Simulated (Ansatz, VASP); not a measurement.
# Cross-check of Na3Y between VASP and Ansatz, part 2 of 3

One calculation is typed for both programs; each brings its own data sets. How far apart do they land? The cell is generated by rule, not measured, and may not be a known phase. The cell is taken from a series of runs on this material, whose earlier steps may have relaxed, scaled, displaced or heated it; both programs get it as it stands.

VASP 6.6.1 and Ansatz 0.2.0.

So far: The structure; Ansatz: zone-centre phonons, PBEsol.

## (3) VASP: zone-centre phonons, PBEsol

Level of this step: PBEsol; plane waves and PAW (Na_pv, Y_sv); invented cell (VASP).

The same cell, functional, mesh and smearing now go to VASP, with its own data sets.

Lines of VASP's logs that name or quote its potential files are left out, and so is its time.

The input, INCAR:

```
SYSTEM = Na3Y
PREC = Accurate
ENCUT = 500
EDIFF = 1E-08
NELM = 120
ISMEAR = 1
SIGMA = 0.15
LREAL = .FALSE.
ALGO = Normal
GGA = PS
NBANDS = 22
LASPH = .TRUE.
LORBIT = 11
LWAVE = .FALSE.
LCHARG = .FALSE.
ISIF = 2
IBRION = 8
GGA_COMPAT = .FALSE.
KPAR = 2
```

The input, POSCAR:

```
Na3Y
1.0
    3.3884218203      0.0000000000      0.0000000000
    0.0000000000      5.3196267502      0.0000000000
    0.0000000000      0.0000000000      7.4042062523
Na Y
3 1
Direct
    0.0000000000      0.5000000000      0.2469638703
    0.0000000000      0.5000000000      0.7530361297
    0.5000000000      0.0000000000      0.5000000000
    0.5000000000      0.0000000000      0.0000000000
```

The input, KPOINTS:

```
Automatic mesh
0
Gamma
10 8 6
0 0 0
```

The projector-augmented-wave data sets are Na_pv and Y_sv (PBE family, release 64).

Run with:

```sh
$ mpirun -np 2 vasp_std
```

The program printed:

```text
[banner, memory and clock lines left out]
running    2 mpi-ranks, on    1 nodes
 distrk:  each k-point on    1 cores,    2 groups
 distr:  one band on    1 cores,    1 groups

 POSCAR found type information on POSCAR NaY
 POSCAR found :  2 types and       4 ions
|                                                                             |
|               ----> ADVICE to this user running VASP <----                  |
|                                                                             |
|     You enforced a specific xc type in the INCAR file but a different       |
|     [... a line on the potential file left out ...]
|     I HOPE YOU KNOW WHAT YOU ARE DOING!                                     |
|                                                                             |

 LDA part: xc-table for (Slater+PW92), standard interpolation
 POSCAR, INCAR and KPOINTS ok, starting setup
 FFT: planning ... GRIDC
 FFT: planning ... GRID_SOFT
 FFT: planning ... GRID
 WAVECAR not read
 entering main loop
       N       E                     dE             d eps       ncg     rms          rms(c)
DAV:   1     0.252471228242E+03    0.25247E+03   -0.16202E+04  5296   0.141E+03
DAV:   2     0.778730676096E+01   -0.24468E+03   -0.23912E+03  5418   0.390E+02
DAV:   3    -0.885299206672E+01   -0.16640E+02   -0.16042E+02  8754   0.106E+02
DAV:   4    -0.102747786126E+02   -0.14218E+01   -0.13955E+01  8444   0.184E+01
DAV:   5    -0.103204754194E+02   -0.45697E-01   -0.45640E-01  7576   0.243E+00    0.164E+01
DAV:   6    -0.100215721524E+02    0.29890E+00   -0.50650E-01  7146   0.336E+00    0.107E+01
DAV:   7    -0.995083366987E+01    0.70738E-01   -0.48750E-01  6666   0.410E+00    0.105E+00
DAV:   8    -0.994722862417E+01    0.36050E-02   -0.55047E-02  7534   0.144E+00    0.628E-01
DAV:   9    -0.994618689142E+01    0.10417E-02   -0.95692E-03  6950   0.618E-01    0.141E-01
DAV:  10    -0.994610180368E+01    0.85088E-04   -0.84038E-04  7518   0.176E-01    0.626E-02
DAV:  11    -0.994608775526E+01    0.14048E-04   -0.13116E-04  7106   0.688E-02    0.263E-02
DAV:  12    -0.994608878699E+01   -0.10317E-05   -0.14003E-05  7866   0.204E-02    0.144E-02
DAV:  13    -0.994608758794E+01    0.11990E-05   -0.33126E-06  6770   0.113E-02    0.173E-03
DAV:  14    -0.994608774386E+01   -0.15592E-06   -0.16921E-07  6870   0.313E-03    0.138E-03
DAV:  15    -0.994608761880E+01    0.12506E-06   -0.71514E-08  6652   0.188E-03    0.338E-04
DAV:  16    -0.994608764293E+01   -0.24127E-07   -0.88718E-09  4394   0.591E-04    0.930E-05
DAV:  17    -0.994608764287E+01    0.60481E-10   -0.77382E-10  3480   0.211E-04
   1 F= -.99460876E+01 E0= -.99466250E+01  d E =0.161217E-02
 Linear response reoptimize wavefunctions to high precision
DAV:   1    -0.994608764567E+01   -0.27999E-08   -0.23857E-10  3552   0.117E-04
DAV:   2    -0.994608764568E+01   -0.11823E-10   -0.93992E-11  3330   0.678E-05
 Linear response DOF=           9
 Linear response progress:
  Degree of freedom:   1/  9
       N       E                     dE             d eps       ncg     rms          rms(c)
RMM:   1    -0.158079974314E+00   -0.15808E+00   -0.35199E-01  7344   0.415E+00
RMM:   2    -0.161574493895E+00   -0.34945E-02   -0.21545E-02 10391   0.814E-01    0.893E-03
RMM:   3    -0.161786071111E+00   -0.21158E-03   -0.14664E-03 12213   0.229E-01    0.627E-03
RMM:   4    -0.161783793071E+00    0.22780E-05   -0.71737E-05 13609   0.517E-02    0.495E-03
RMM:   5    -0.161763425369E+00    0.20368E-04   -0.72685E-06 13940   0.184E-02    0.148E-03
RMM:   6    -0.161755093746E+00    0.83316E-05   -0.12556E-06 14328   0.575E-03    0.113E-03
RMM:   7    -0.161749075122E+00    0.60186E-05   -0.47728E-07 14933   0.260E-03    0.130E-04
RMM:   8    -0.161747834228E+00    0.12409E-05   -0.20709E-07 15994   0.142E-03    0.103E-04
RMM:   9    -0.161748235722E+00   -0.40149E-06   -0.12440E-07 16672   0.845E-04    0.817E-05
RMM:  10    -0.161748392774E+00   -0.15705E-06   -0.60706E-08 16573   0.570E-04    0.474E-05
RMM:  11    -0.161748693601E+00   -0.30083E-06   -0.16031E-08 15810   0.409E-04    0.408E-05
RMM:  12    -0.161748890811E+00   -0.19721E-06    0.13320E-08 16212   0.304E-04    0.991E-06
RMM:  13    -0.161748865344E+00    0.25468E-07    0.32252E-08 15543   0.229E-04    0.271E-05
RMM:  14    -0.161748858976E+00    0.63677E-08    0.34907E-08 15532   0.178E-04    0.398E-05
 first order change of Fermi-energy  -0.18128E-04
 force on displaced ion       1 direction 1 :  -0.601   0.000  -0.000
 Linear response progress:
  Degree of freedom:   2/  9
       N       E                     dE             d eps       ncg     rms          rms(c)
RMM:   1    -0.159452742529E+00   -0.15945E+00   -0.33750E-01  7351   0.444E+00
RMM:   2    -0.163094433891E+00   -0.36417E-02   -0.22864E-02 10329   0.848E-01    0.507E-02
[...]
RMM:   4    -0.161855775790E+00   -0.50837E-05   -0.97152E-05  9974   0.438E-02    0.459E-03
RMM:   5    -0.161846572313E+00    0.92035E-05   -0.50002E-06  9607   0.124E-02    0.251E-03
RMM:   6    -0.161830695359E+00    0.15877E-04   -0.12989E-06  9543   0.590E-03    0.193E-03
RMM:   7    -0.161824474382E+00    0.62210E-05   -0.28862E-07 10335   0.214E-03    0.771E-04
RMM:   8    -0.161819636919E+00    0.48375E-05   -0.11312E-07 10371   0.124E-03    0.929E-05
[...]
RMM:   5    -0.163951257932E+00    0.41040E-05   -0.38110E-05 10265   0.167E-02    0.164E-03
RMM:   6    -0.163946037019E+00    0.52209E-05   -0.20883E-05 10332   0.703E-03    0.499E-04
RMM:   7    -0.163944164891E+00    0.18721E-05   -0.10401E-05  9958   0.344E-03    0.254E-04
RMM:   8    -0.163943248430E+00    0.91646E-06   -0.48484E-06 11238   0.200E-03    0.788E-05
RMM:   9    -0.163943038118E+00    0.21031E-06   -0.20312E-06 11526   0.124E-03    0.307E-05
RMM:  10    -0.163943089539E+00   -0.51421E-07   -0.74401E-07 11785   0.847E-04    0.263E-05
RMM:  11    -0.163943254028E+00   -0.16449E-06   -0.31142E-07 11713   0.613E-04    0.118E-05
RMM:  12    -0.163943264287E+00   -0.10259E-07   -0.14072E-07 11790   0.447E-04    0.186E-05
RMM:  13    -0.163943239863E+00    0.24424E-07   -0.60223E-08 11493   0.332E-04    0.331E-05
RMM:  14    -0.163943297038E+00   -0.57175E-07   -0.24971E-08 11145   0.252E-04    0.314E-05
RMM:  15    -0.163943302924E+00   -0.58862E-08   -0.16473E-08 11052   0.193E-04    0.363E-05
 first order change of Fermi-energy   0.70617E-04
 force on displaced ion       3 direction 3 :   0.000   0.000  -1.163
 Linear response progress:
  Degree of freedom:   7/  9
       N       E                     dE             d eps       ncg     rms          rms(c)
RMM:   1    -0.256084036410E+00   -0.25608E+00    0.67159E+00  6394   0.839E+00
RMM:   2    -0.232285464305E+00    0.23799E-01   -0.24421E-01  9576   0.146E+00    0.176E-01
RMM:   3    -0.233882682137E+00   -0.15972E-02   -0.94843E-03 10303   0.287E-01    0.765E-02
RMM:   4    -0.234052704247E+00   -0.17002E-03   -0.27299E-03 11575   0.116E-01    0.162E-02
RMM:   5    -0.233921139441E+00    0.13156E-03   -0.17086E-04 11570   0.337E-02    0.105E-02
RMM:   6    -0.233754178073E+00    0.16696E-03   -0.32933E-05 11706   0.142E-02    0.316E-03
RMM:   7    -0.233717943987E+00    0.36234E-04   -0.80677E-06 11776   0.620E-03    0.556E-04
RMM:   8    -0.233717079319E+00    0.86467E-06   -0.33589E-06 11897   0.298E-03    0.233E-04
RMM:   9    -0.233719098659E+00   -0.20193E-05   -0.59703E-06 12013   0.149E-03    0.823E-05
RMM:  10    -0.233719583914E+00   -0.48525E-06   -0.22025E-05 11912   0.857E-04    0.886E-05
RMM:  11    -0.233719518685E+00    0.65229E-07   -0.22989E-05 11673   0.526E-04    0.116E-04
RMM:  12    -0.233719058589E+00    0.46010E-06   -0.14823E-05 11329   0.375E-04    0.836E-05
RMM:  13    -0.233719176113E+00   -0.11752E-06   -0.90356E-06 11031   0.269E-04    0.177E-04
RMM:  14    -0.233719265508E+00   -0.89395E-07   -0.55167E-06 10911   0.204E-04    0.249E-04
RMM:  15    -0.233719311096E+00   -0.45588E-07   -0.37278E-06 11256   0.153E-04    0.287E-04
RMM:  16    -0.233719280643E+00    0.30453E-07   -0.25354E-06 10420   0.130E-04    0.245E-04
RMM:  17    -0.233719289205E+00   -0.85619E-08   -0.14123E-06  9663   0.104E-04    0.274E-04
 first order change of Fermi-energy  -0.20428E-02
 force on displaced ion       4 direction 1 :  -0.829  -0.000   0.000
 Linear response progress:
  Degree of freedom:   8/  9
       N       E                     dE             d eps       ncg     rms          rms(c)
RMM:   1    -0.310228441243E+00   -0.31023E+00    0.64826E+00  6300   0.858E+00
RMM:   2    -0.301631965740E+00    0.85965E-02   -0.19121E-01  9419   0.134E+00    0.159E-01
RMM:   3    -0.304676353628E+00   -0.30444E-02   -0.12666E-02 10277   0.328E-01    0.774E-02
RMM:   4    -0.305659836348E+00   -0.98348E-03   -0.29264E-03 11066   0.136E-01    0.230E-02
RMM:   5    -0.305660457416E+00   -0.62107E-06   -0.33693E-04 11533   0.461E-02    0.923E-03
RMM:   6    -0.305474069390E+00    0.18639E-03   -0.54773E-05 11302   0.179E-02    0.263E-03
RMM:   7    -0.305409426337E+00    0.64643E-04   -0.23738E-05 11961   0.846E-03    0.149E-03
RMM:   8    -0.305392844785E+00    0.16582E-04   -0.14584E-05 11233   0.436E-03    0.510E-04
RMM:   9    -0.305390133621E+00    0.27112E-05   -0.84305E-06 11478   0.285E-03    0.220E-04
RMM:  10    -0.305391349990E+00   -0.12164E-05   -0.25657E-06 11678   0.198E-03    0.166E-04
RMM:  11    -0.305392634513E+00   -0.12845E-05    0.43626E-06 12165   0.154E-03    0.354E-04
RMM:  12    -0.305391016601E+00    0.16179E-05    0.79110E-06 11860   0.128E-03    0.298E-04
RMM:  13    -0.305390589460E+00    0.42714E-06    0.85904E-06 12159   0.107E-03    0.309E-04
RMM:  14    -0.305390226152E+00    0.36331E-06    0.78010E-06 11761   0.935E-04    0.335E-04
 first order change of Fermi-energy   0.71378E-03
 force on displaced ion       4 direction 2 :  -0.000  -2.120   0.000
 Linear response progress:
  Degree of freedom:   9/  9
       N       E                     dE             d eps       ncg     rms          rms(c)
RMM:   1    -0.320679588739E+00   -0.32068E+00    0.72794E+00  7885   0.929E+00
RMM:   2    -0.312812727510E+00    0.78669E-02   -0.19379E-01  8549   0.143E+00    0.164E-01
RMM:   3    -0.315368950706E+00   -0.25562E-02   -0.13247E-02  9124   0.378E-01    0.783E-02
RMM:   4    -0.316275204615E+00   -0.90625E-03   -0.29738E-03 11078   0.150E-01    0.149E-02
RMM:   5    -0.316234791496E+00    0.40413E-04   -0.32920E-04 11519   0.497E-02    0.101E-02
RMM:   6    -0.315934104622E+00    0.30069E-03   -0.78411E-05 10779   0.219E-02    0.228E-03
RMM:   7    -0.315945863991E+00   -0.11759E-04   -0.36323E-05 11305   0.112E-02    0.176E-03
RMM:   8    -0.315936902908E+00    0.89611E-05   -0.25647E-05 11527   0.666E-03    0.104E-03
RMM:   9    -0.315930947204E+00    0.59557E-05   -0.19681E-05 11594   0.452E-03    0.723E-04
RMM:  10    -0.315924617440E+00    0.63298E-05   -0.16670E-05 11537   0.356E-03    0.388E-04
RMM:  11    -0.315924970470E+00   -0.35303E-06   -0.81695E-06 11915   0.280E-03    0.601E-04
RMM:  12    -0.315925705500E+00   -0.73503E-06   -0.37212E-06 11890   0.240E-03    0.778E-04
RMM:  13    -0.315925376715E+00    0.32879E-06    0.23981E-06 12179   0.209E-03    0.895E-04
RMM:  14    -0.315925240914E+00    0.13580E-06    0.65761E-06 11743   0.186E-03    0.999E-04
RMM:  15    -0.315925060625E+00    0.18029E-06    0.70466E-06 11707   0.170E-03    0.111E-03
RMM:  16    -0.315926862270E+00   -0.18016E-05    0.71450E-06 11180   0.159E-03    0.140E-03
RMM:  17    -0.315923138909E+00    0.37234E-05    0.65108E-06 11241   0.151E-03    0.110E-03
RMM:  18    -0.315922546369E+00    0.59254E-06    0.51425E-06 11324   0.131E-03    0.112E-03
RMM:  19    -0.315923608140E+00   -0.10618E-05    0.48997E-06 11142   0.121E-03    0.128E-03
 first order change of Fermi-energy   0.60153E-03
 force on displaced ion       4 direction 3 :   0.000   0.000  -1.711
 Linear response finished
```

(Continued in part 3 of 3.)

[Lines on the potential files, build, host, timing and source positions are cut from VASP's logs without a mark.]

[Logs are printed without paths, hosts, clocks, repeated set-up lines and the standing remarks that a program may print on its own settings, such as how far it seeks lower states.]

[Hosts, paths, dates, database ids (printed as entryN), source tags and the programs' standing remarks are cut or masked in the printed files.]
